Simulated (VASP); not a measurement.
A convergence study with VASP on Hf (hcp): one setting is varied, all else stays as given below, so the limit is that of these other settings. Each run relaxes cell and ions from the cell shown. The basis is that of the starting cell, so low cut-offs carry a Pulay error.

```
Hf
1.0
    1.59500    -2.76262     0.00000
    1.59500     2.76262     0.00000
    0.00000     0.00000     5.05000
Hf
2
Direct
  0.33333   0.66667   0.25000
  0.66667   0.33333   0.75000
```

All values below come from PBE GGA, VASP's PBE PAW potentials (set 64) (plane waves; VASP). The tightest run used: 700 eV cut-off, 11×11×6 Γ-centred mesh, first-order Methfessel-Paxton smearing of 0.10 eV, potentials Hf_pv.

The settings run are ENCUT = 150; ENCUT = 200; ENCUT = 250; ENCUT = 300; ENCUT = 350; ENCUT = 400; ENCUT = 450; ENCUT = 500; ENCUT = 550; ENCUT = 600; ENCUT = 650; ENCUT = 700. From which on does the relaxed volume stay within 0.05 Å³/atom of the tightest run?…

From ENCUT = 350 on: it is off by 0.024 there and by no more than 0.05 in any finer run, while ENCUT = 300 is off by 0.074.
```tsv
setting	relaxed volume (Å³/atom)	E (eV/atom)	plane waves	difference judged (Å³/atom)
ENCUT = 150	19.236	-10.0151	196	3.255
ENCUT = 200	21.974	-9.8912	300	0.518
ENCUT = 250	22.361	-9.9148	414	0.130
ENCUT = 300	22.417	-9.9192	538	0.074
ENCUT = 350	22.467	-9.9214	683	0.024
ENCUT = 400	22.478	-9.9223	825	0.013
ENCUT = 450	22.484	-9.9229	994	0.008
ENCUT = 500	22.485	-9.9231	1148	0.006
ENCUT = 550	22.488	-9.9232	1319	0.003
ENCUT = 600	22.489	-9.9234	1508	0.002
ENCUT = 650	22.489	-9.9235	1713	0.002
ENCUT = 700	22.491	-9.9236	1892	0.000
```

Left out are rungs that failed or repeat a setting and relaxations that didn't move; long series are thinned to 24 rows.

The compound is Hf in the hcp structure.
